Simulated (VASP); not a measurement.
The input files of a VASP run:

File POSCAR:
```
C
1
    1.8191700000     0.0000000000     1.8191700000
    0.0000000000     1.8191700000     1.8191700000
    1.8191700000     1.8191700000     0.0000000000
C
2
Direct
  0.0000000000   0.0000000000   0.0000000000
  0.2500000000   0.2500000000   0.2500000000
```

File KPOINTS:
```
Automatic mesh
0
Gamma
9 9 9
0 0 0
```

**INCAR**
```
SYSTEM = C
PREC = Accurate
ENCUT = 520
EDIFF = 1E-6
NELM = 100
ALGO = Normal
LREAL = .FALSE.
LASPH = .TRUE.
ISMEAR = 0
SIGMA = 0.05
GGA = PE
LWAVE = .FALSE.
LCHARG = .FALSE.
ISIF = 2
```

POTCAR, in this order: C (PBE.64 set). Program: vasp_std.

Problem. What happens when VASP runs on this input?

Solution. There is a fault: the lattice vectors form a left-handed set. VASP stops with an error: ERROR: the triple product of the basis vectors is negative exchange two basis vectors ----> I REFUSE TO CONTINUE WITH THIS SICK JOB ... BYE!!! <----

**standard output**
```
 -----------------------------------------------------------------------------
|                                                                             |
|     EEEEEEE  RRRRRR   RRRRRR   OOOOOOO  RRRRRR      ###     ###     ###     |
|     E        R     R  R     R  O     O  R     R     ###     ###     ###     |
|     E        R     R  R     R  O     O  R     R     ###     ###     ###     |
|     EEEEE    RRRRRR   RRRRRR   O     O  RRRRRR       #       #       #      |
|     E        R   R    R   R    O     O  R   R                               |
|     E        R    R   R    R   O     O  R    R      ###     ###     ###     |
|     EEEEEEE  R     R  R     R  OOOOOOO  R     R     ###     ###     ###     |
|                                                                             |
|     ERROR: the triple product of the basis vectors is negative exchange     |
|     two basis vectors                                                       |
|                                                                             |
|       ---->  I REFUSE TO CONTINUE WITH THIS SICK JOB ... BYE!!! <----       |
|                                                                             |
 -----------------------------------------------------------------------------
```

To mend it, correct POSCAR.
### POSCAR
```
C
1
    0.0000000000     1.8191700000     1.8191700000
    1.8191700000     0.0000000000     1.8191700000
    1.8191700000     1.8191700000     0.0000000000
C
2
Direct
  0.0000000000   0.0000000000   0.0000000000
  0.2500000000   0.2500000000   0.2500000000
```
The mended run (PBE GGA, plane waves, VASP's PBE PAW potentials (set 64)) converges, and its OSZICAR ends with
```
   1 F= -.18142680E+02 E0= -.18142680E+02  d E =-.390227E-16
```

The compound is C in the diamond structure. The cell was not relaxed at this level.
